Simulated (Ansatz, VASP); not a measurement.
# Cross-check of NaTaS3 between VASP and Ansatz, part 3 of 3

Aim: how closely do two programs agree when they are given the same cell, functional and k mesh? The cell is generated by rule, not measured, and may not be a known phase. The cell is taken from a series of runs on this material, whose earlier steps may have relaxed, scaled, displaced or heated it; both programs get it as it stands.

VASP 6.6.1 and Ansatz 0.2.0.

So far: Ansatz: relaxation of cell and atoms, PBE, pair 1; Comparison; VASP: relaxation of cell and atoms, PBE, pair 2; Ansatz: relaxation of cell and atoms, PBE, pair 2; Differences; Ansatz: relaxation of cell and atoms, PBE, pair 3.

### 9. VASP: relaxation of cell and atoms, PBE, pair 3

Level of this step: PBE; plane waves and PAW (Na_pv, Ta_pv, S); invented cell (VASP).

The same cell, functional, mesh and smearing now go to VASP, with its own data sets.

The input, INCAR:

```
SYSTEM = NaTaS3
PREC = Accurate
ENCUT = 500
EDIFF = 1E-07
NELM = 120
ISMEAR = 1
SIGMA = 0.2
LREAL = .FALSE.
ALGO = Normal
GGA = PE
NBANDS = 46
LASPH = .TRUE.
LORBIT = 11
LWAVE = .FALSE.
LCHARG = .FALSE.
ISIF = 3
IBRION = 2
NSW = 80
EDIFFG = -0.005
GGA_COMPAT = .FALSE.
NELMIN = 4
KPAR = 2
```

The input, POSCAR:

```
NaTaS3
1.0
   -3.4178730000      3.4178730000      4.8393300000
    3.4178730000     -3.4178730000      4.8393300000
    3.4178730000      3.4178730000     -4.8393300000
Na Ta S
2 2 6
Direct
    0.7500000000      0.2500000000      0.5000000000
    0.2500000000      0.7500000000      0.5000000000
    0.0000000000      0.0000000000      0.0000000000
    0.5000000000      0.5000000000      0.0000000000
    0.7525623392      0.2474376608      0.0000000000
    0.2474376608      0.7525623392      0.0000000000
    0.7448565194      0.7448565194      0.0000000000
    0.2551434806      0.2551434806      0.0000000000
    0.2474376608      0.2474376608      0.4948753216
    0.7525623392      0.7525623392      0.5051246784
```

The input, KPOINTS:

```
Automatic mesh
0
Gamma
8 8 8
0 0 0
```

Potentials, in the order of the species: Na_pv, Ta_pv and S (PBE family, release 64).

Started as:

```bash
$ mpirun -np 2 vasp_std
```

Numbers of over 12 decimals in the logs are rounded to 6 here.

Output:

```text
[... set-up lines as in an earlier step ...]
 entering main loop
       N       E                     dE             d eps       ncg     rms          rms(c)
DAV:   1     0.642787784680E+03    0.64279E+03   -0.34018E+04  5508   0.147E+03
DAV:   2     0.247758019254E+01   -0.64031E+03   -0.61775E+03  6050   0.376E+02
DAV:   3    -0.628214220548E+02   -0.65299E+02   -0.63574E+02  6580   0.122E+02
DAV:   4    -0.657418200159E+02   -0.29204E+01   -0.28852E+01  6626   0.262E+01
[...]
DAV:  15    -0.594378672738E+02    0.81152E-05   -0.21222E-05  6112   0.203E-02    0.326E-03
DAV:  16    -0.594378673431E+02   -0.69364E-07   -0.29984E-06  6750   0.604E-03    0.183E-03
DAV:  17    -0.594378673541E+02   -0.10960E-07   -0.10430E-07  3974   0.188E-03
   1 F= -.59437867E+02 E0= -.59440497E+02  d E =-.594379E+02
[...]
N       E                     dE             d eps       ncg     rms          rms(c)
DAV:   1    -0.594378860494E+02   -0.18706E-04   -0.10456E-03  5794   0.150E-01    0.315E-02
[...]
DAV:   8    -0.594378805455E+02   -0.19021E-07   -0.19285E-09  3332   0.315E-04
   2 F= -.59437881E+02 E0= -.59440456E+02  d E =-.131914E-04
 trial-energy change:   -0.000013  1 .order   -0.000013   -0.000016   -0.000010
 step:   2.6835(harm=  2.6835)  dis= 0.00129  next Energy=   -59.437889 (dE=-0.212E-04)
[...]
N       E                     dE             d eps       ncg     rms          rms(c)
DAV:   1    -0.594379052154E+02   -0.24689E-04   -0.29535E-03  5698   0.253E-01    0.525E-02
DAV:   2    -0.594378948107E+02    0.10405E-04   -0.13984E-04  6090   0.605E-02    0.213E-02
DAV:   3    -0.594378889225E+02    0.58882E-05   -0.11597E-05  6302   0.157E-02    0.110E-02
DAV:   4    -0.594378882131E+02    0.70936E-06   -0.49029E-06  6266   0.109E-02    0.524E-03
DAV:   5    -0.594378884367E+02   -0.22358E-06   -0.68609E-07  5786   0.371E-03    0.317E-03
DAV:   6    -0.594378889448E+02   -0.50809E-06   -0.84237E-08  3506   0.164E-03    0.127E-03
DAV:   7    -0.594378891394E+02   -0.19461E-06   -0.16553E-08  3350   0.101E-03    0.420E-04
DAV:   8    -0.594378891748E+02   -0.35381E-07   -0.49164E-09  3272   0.518E-04
   3 F= -.59437889E+02 E0= -.59440369E+02  d E =-.218207E-04
[...]
reached required accuracy - stopping structural energy minimisation
```

Parts of OUTCAR (step 9):

```text
  Total        0.0322418      0.0322418      0.0164189      0.0000000      0.0000000      0.0000000
  in kB        0.2285350      0.2285350      0.1163797      0.0000000      0.0000000      0.0000000
  external PRESSURE =       0.1911499 kB  Pullay stress =       0.0000000 kB

 POSITION                                       TOTAL-FORCE (eV/Angst)
 -----------------------------------------------------------------------------------
     -0.00000      3.41736      2.41939         0.000000      0.000000      0.000000
      3.41736     -0.00000      2.41939         0.000000      0.000000      0.000000
      0.00000      0.00000      0.00000         0.000000      0.000000      0.000000
      0.00000      0.00000      4.83878         0.000000      0.000000      0.000000
     -1.72575      1.72575      4.83878         0.001238     -0.001238      0.000000
      1.72575     -1.72575      4.83878        -0.001238      0.001238      0.000000
      0.00000      0.00000      7.20969         0.000000      0.000000      0.002663
      0.00000      0.00000      2.46788         0.000000      0.000000     -0.002663
      1.69161      1.69161      0.00000         0.001238      0.001238      0.000000
      1.72575      1.72575      4.83878        -0.001238     -0.001238      0.000000
 -----------------------------------------------------------------------------------
    total drift:                               -0.000000     -0.000000      0.000000

  FREE ENERGIE OF THE ION-ELECTRON SYSTEM (eV)
  ---------------------------------------------------
  free  energy   TOTEN  =       -59.4378891748 eV

  energy  without entropy=      -59.4453273596  energy(sigma->0) =      -59.44036857

[... 1 part as in an earlier step ...]

[... 3 further parts left out ...]
[key lines of the parts left out:]
E-fermi :   3.0365
```

### 10. Side by side

What differs besides the data sets and the points named for the pairs above, as far as they apply: the data sets hold 80 valence electrons in Ansatz (on its PAW soft_1 files) and 72 in VASP. Total energies have different zeros and are not compared.

Both answers:

| quantity | Ansatz | VASP | difference |
| --- | --- | --- | --- |
| volume (Å³) | 226.12 | 226.04 | +0.04 % |
| edge a after relaxation, in the typed setting (Å) | 6.840 | 6.839 | +0.01 % |

### 11. Outcome

```
difference in volume (relaxation of cell and atoms, PBE, pair 1)                                        : 0.0055 %
difference in edge a after relaxation, in the typed setting (relaxation of cell and atoms, PBE, pair 2) : 0.0045 %
difference in volume (relaxation of cell and atoms, PBE, pair 3)                                        : 0.039 %
```

**Reading.** The difference in volume is 0.039 % (relaxation of cell and atoms, PBE, pair 3), within the 1.2 % picked in this series as the mark of a large difference, as far as the stopping tolerances let one tell. The data sets hold unlike numbers of valence electrons (80 in Ansatz and 72 in VASP), so part of the differences comes from the potentials. 2 further runs of this series are not shown here. Such differences can come from data sets, numerical settings and the points named under the comparisons, not from the functional's error against experiment.

[Lines on the potential files, build, host, timing and source positions are cut from VASP's logs without a mark.]

[Logs are printed without paths, hosts, clocks, repeated set-up lines and the standing remarks that a program may print on its own settings, such as how far it seeks lower states.]

[Hosts, paths, dates, database ids (printed as entryN), source tags and the programs' standing remarks are cut or masked in the printed files.]
